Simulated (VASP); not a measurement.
# H6C2O in VASP: further runs, part 2 of 2

VASP 6.6.1. The steps go on from the part before.

## 4. Single point, PBE+D3(BJ)

INCAR reads:

```
PREC = Accurate
ENCUT = 520
EDIFF = 1E-6
ISMEAR = -1
SIGMA = 0.02
LREAL = Auto
LASPH = True
NELM = 60
ALGO = Normal
ISIF = 2
LWAVE = False
LCHARG = True
GGA = PE
IVDW = 12
LELF = True
LVHAR = True
NBANDS = 64
```

KPOINTS reads:

```
Automatic mesh
0
Gamma
  1 1 1
```

POSCAR reads:

```
H6C2O
1.0
    7.2936330000      0.0000000000      0.0000000000
    0.0000000000      7.2936330000      0.0000000000
    0.0000000000      0.0000000000      7.2936330000
C O H
8 4 24
Direct
    0.3507305618      0.2560863701      0.7055605896
    0.3803454328      0.4000749695      0.8569254856
    1.0115535015      0.9631414139      0.8980846719
    0.8289833064      0.8874315447      0.8148476898
    0.8116668333      0.4881792106      0.4380395888
    0.8232111487      0.3569277478      0.2803952434
    0.1605372796      0.8723910293      0.3882427317
    0.3375272652      0.9046383332      0.3043202201
    0.2421427017      0.5384559382      0.8556915326
    0.6751367940      0.9249574252      0.9326353547
    0.6642780080      0.2378924193      0.2564839772
    0.3896137905      0.7638717221      0.1765512468
    0.2411281182      0.5944088495      0.9721766916
    0.3930825694      0.3307405240      1.0002559767
    0.5075659825      0.4817900764      0.8192076569
    0.4348587323      0.1185280367      0.7288137476
    0.1931959011      0.2051378236      0.7172145898
    0.4037768284      0.2897732858      0.5618873338
    0.5860042588      0.9736848564      0.8487128431
    0.8142581345      0.9350758394      0.6720382010
    0.8517703043      0.7376982088      0.8174252804
    1.1314114653      0.9389833571      0.8135314733
    0.9891092683      1.1004118249      0.9187465287
    1.0436088572      0.8757089917      1.0206162005
    0.7047105331      0.1528319289      0.1486639100
    0.8284211723      0.4549995866      0.1607977807
    0.9576571785      0.2722100221      0.2856326881
    0.9573829668      0.5354533194      0.4457723606
    0.7080010744      0.5925442094      0.4364217393
    0.7998894378      0.4157735932      0.5733630963
    0.5098282296      0.8001910708      0.1237929027
    0.3408726488      1.0358349536      0.2321202616
    0.4298132357      0.9159632792      0.4242741580
    0.1167730814      1.0102509956      0.4191601085
    0.0616702266      0.8038517979      0.2978625330
    0.1712315385      0.7878926730      0.5087862249
```

Potentials or basis: VASP PAW PBE potentials, release 64 (C, O, H).

Run with:

```console
> cat potpaw_PBE.64/C/POTCAR potpaw_PBE.64/O/POTCAR potpaw_PBE.64/H/POTCAR > POTCAR
> mpirun -np 1 vasp_gam > vasp.out
```

OUTCAR:

```text
PREC = Accurate
   ENCUT = 520
   EDIFF = 1E-6
   ISMEAR = -1
   LREAL = Auto
   LASPH = True
   NELM = 60
   ISIF = 2
   GGA = PE
   IVDW = 12
 IVDW          = 12

 ion  position               nearest neighbor table
   1  0.351  0.256  0.706-  18 1.14  16 1.19  17 1.21   2 1.54
   2  0.380  0.400  0.857-  15 1.14  14 1.16   9 1.43   1 1.54
   3  0.012  0.963  0.898-  23 1.03  22 1.08  24 1.12   4 1.56
[... 334 lines left out ...]
  -------------------------------------------------------------------------------------
  Total      -3.24003    -2.71995    -3.73941     0.12374     1.90486     0.69904
  in kB     -13.37915   -11.23156   -15.44121     0.51097     7.86579     2.88658
  external pressure =      -13.35 kB  Pullay stress =        0.00 kB

 VOLUME and BASIS-vectors are now :
 -----------------------------------------------------------------------------
  energy-cutoff  :      520.00
  volume of cell :      388.00
      direct lattice vectors                 reciprocal lattice vectors
     7.293633000  0.000000000  0.000000000     0.137105884  0.000000000  0.000000000
     0.000000000  7.293633000  0.000000000     0.000000000  0.137105884  0.000000000
     0.000000000  0.000000000  7.293633000     0.000000000  0.000000000  0.137105884

 POSITION                                       TOTAL-FORCE (eV/Angst)
 -----------------------------------------------------------------------------------
      2.55810      1.86780      5.14610        -1.007171     -2.273071     -0.088656
      2.77410      2.91800      6.25010         1.504976      0.053740      0.234586
      0.08427      7.02480      6.55030        -0.855663     -3.419698      0.023108
      6.04630      6.47260      5.94320         2.260920     -1.109909      0.415302
      5.92000      3.56060      3.19490         1.653113     -1.663258      1.871340
      6.00420      2.60330      2.04510         0.105877      0.062655     -1.262117
[... 28 lines left out ...]
      0.44980      5.86300      2.17250        -0.101973      0.268966     -0.121795
      1.24890      5.74660      3.71090        -0.049135     -0.273619      0.658899
 -----------------------------------------------------------------------------------
    total drift:                               -0.021353      0.003406     -0.010690

  FREE ENERGIE OF THE ION-ELECTRON SYSTEM (eV)
  ---------------------------------------------------
  free  energy   TOTEN  =      -187.6781969909 eV

  energy  without entropy=     -187.6781969909  energy(sigma->0) =     -187.67819699
```

stdout:

```text
POSCAR found type information on POSCAR C O H
 POSCAR found :  3 types and      36 ions
 scaLAPACK will be used
 LDA part: xc-table for (Slater+PW92), standard interpolation
 POSCAR, INCAR and KPOINTS ok, starting setup
 FFT: planning ... GRIDC
 FFT: planning ... GRID_SOFT
 FFT: planning ... GRID
 WAVECAR not read
 entering main loop
```

Wall time 86 s (1 thread of Intel Xeon Platinum 8259CL at 2.50GHz (Skylake/Cascade Lake), shared host); peak memory 0.35 GiB.

Results:

```yaml
Free_energy: -187.6782 eV
Pressure: -1.3 GPa
Largest_force: 3.525 eV/Å
Band_gap_on_the_k_mesh: 4.43 eV, direct
Dispersion_energy_per_atom: -0.036 eV
```

Forces in eV/Å, atoms in the order of the input:
```
C   -1.007 -2.273 -0.089
C    1.505  0.054  0.235
C   -0.856 -3.420  0.023
C    2.261 -1.110  0.415
C    1.653 -1.663  1.871
C    0.106  0.063 -1.262
C   -1.616 -0.618 -0.135
C    1.841  0.130 -0.640
O   -0.926 -1.123 -1.635
O    0.392  0.329 -0.046
O    1.489 -1.159 -1.536
O    0.654 -0.089  0.038
H    0.239  0.918  1.629
H   -0.009  0.785 -1.489
H   -0.106 -0.984  0.681
H   -0.973  1.739  0.173
H    2.487  0.964 -0.763
H   -1.007  0.235  1.101
H   -0.813  0.325 -0.010
H   -0.442  0.069  0.219
H   -0.391 -0.004 -0.507
H   -0.054  0.050 -0.616
H    0.097  2.718  0.966
H   -0.361  1.046 -0.187
H   -1.016  1.219  1.762
H    0.311 -0.801 -0.038
H   -1.276  0.789 -0.014
H   -0.764  0.667  0.041
H   -0.350  0.615 -0.440
H   -0.215  0.075 -0.442
H   -0.574 -0.238  0.063
H    0.046  0.329 -0.100
H    0.693  0.022 -0.423
H   -0.868  0.347  0.616
H   -0.102  0.269 -0.122
H   -0.049 -0.274  0.659
```

## 5. Single point, PBE+D3(BJ)

INCAR reads:

```
ALGO = Normal
EDIFF = 1E-7
ENCUT = 520
GGA = PE
ISIF = 2
ISMEAR = -1
IVDW = 12
LASPH = True
LCHARG = False
LREAL = Auto
LWAVE = False
NBANDS = 64
NELM = 80
PREC = Accurate
SIGMA = 0.02
```

KPOINTS reads:

```
k-points
0
Gamma
  1 1 1
```

POSCAR reads:

```
H6C2O
1.0
    7.2936330000      0.0000000000      0.0000000000
    0.0000000000      7.2936330000      0.0000000000
    0.0000000000      0.0000000000      7.2936330000
C O H
8 4 24
Direct
    0.3796461928      0.2889780717      0.6439863371
    0.3848013740      0.3225553027      0.8594482338
    0.9941684754      0.9924409413      0.8738991940
    0.8072246026      0.9109589144      0.8530453890
    0.7277854534      0.4745783069      0.4306907134
    0.8138056850      0.3703504138      0.2847552105
    0.1555466254      0.8498508219      0.3643725973
    0.3330439028      0.9249162934      0.2870311681
    0.2771321233      0.4788285893      0.9085047191
    0.7085083661      0.9675836445      1.0052466309
    0.6693509257      0.2663007585      0.2028892871
    0.4176382332      0.7510934537      0.1759479809
    0.2926936412      0.5173690533      1.0321468053
    0.3258595545      0.2000374847      0.9412456042
    0.5227024721      0.3561873760      0.9090257215
    0.5043439943      0.2161337155      0.5854284141
    0.2508900571      0.2349720640      0.6261488616
    0.4202843768      0.4211755650      0.5814249223
    0.5748849716      0.9500889337      0.9834330847
    0.7459382725      0.9761253411      0.7292113546
    0.8019460261      0.7593609385      0.8349611229
    1.0907595707      0.9335813853      0.7849037647
    0.9897673766      1.1327551030      0.8546221067
    1.0683427587      0.9539141879      1.0085097509
    0.7230553004      0.1685853950      0.1136881990
    0.8781220552      0.4446069606      0.1882737999
    0.9259171664      0.2882925423      0.3562696396
    0.8283663299      0.5819459246      0.4753735210
    0.6029779672      0.5380171994      0.3927946471
    0.6902047306      0.4020081625      0.5627785220
    0.5395802065      0.7540549408      0.2172579838
    0.2957236812      1.0330928359      0.1854768399
    0.4447440665      0.9711621081      0.3775896045
    0.0858968363      0.9397374395      0.4575223349
    0.0709522950      0.8159445368      0.2468454335
    0.1849009952      0.7238916463      0.4344062828
```

Run with:

```console
> cat potpaw_PBE.64/C/POTCAR potpaw_PBE.64/O/POTCAR potpaw_PBE.64/H/POTCAR > POTCAR
> mpirun -np 1 vasp_gam > vasp.out
```

Wall time 89 s (1 thread of Intel Xeon Platinum 8259CL at 2.50GHz (Skylake/Cascade Lake), shared host); peak memory 0.35 GiB.

The run converged. Its results:

```yaml
Free_energy: -187.1697 eV
Pressure: 1.1 GPa
Largest_force: 4.493 eV/Å
Band_gap_on_the_k_mesh: 4.40 eV, direct
Dispersion_energy_per_atom: -0.036 eV
```

Forces on the atoms (eV/Å):
```
C    3.568  1.706  2.132
C    0.213 -0.552  0.413
C    1.044 -2.513  2.228
C    0.318 -0.103 -1.503
C    0.986  1.553  3.056
C   -0.936 -3.727  2.298
C    1.061 -0.184 -0.376
C    0.212 -1.644 -1.537
O   -1.145 -0.054 -2.128
O   -2.026  0.075  1.186
O    1.001 -1.590 -1.095
O   -2.671  2.332  0.528
H    0.648  0.189  1.111
H    0.808  0.691 -0.908
H    0.316 -0.602 -0.068
H   -1.297 -0.600  0.906
H   -2.198 -0.892 -1.474
H   -1.388  0.045  0.026
H    0.794 -0.087  0.347
H    0.037 -0.376 -0.077
H    0.219  0.276  0.099
H    0.886 -0.581 -1.647
H    0.053  2.407 -0.079
H   -1.268  0.647 -0.891
H   -0.850  1.128  1.184
H    1.761  2.479 -2.688
H   -0.556 -0.149 -0.708
H   -0.504 -0.103 -0.037
H   -1.099  0.800 -0.693
H    0.723  0.001 -1.089
H    1.888 -0.155  0.404
H    0.667 -0.318  0.221
H   -0.433 -0.040  0.052
H   -0.404  0.706  0.337
H   -0.502 -0.039 -0.105
H    0.076 -0.725  0.571
```

Stress tensor (GPa, compression positive):
```
 1.71  0.14 -0.29
 0.14  0.99 -0.31
-0.29 -0.31  0.61
```

Levels at points of the mesh, in eV from the valence-band top:
```csv
k point,band 36,band 37,band 38,band 39,band 40,band 41,band 42,band 43,band 44,band 45
"(0.00, 0.00, 0.00)",-1.49,-1.20,-0.80,-0.20,0.00,4.40,5.47,5.84,6.29,6.42
```
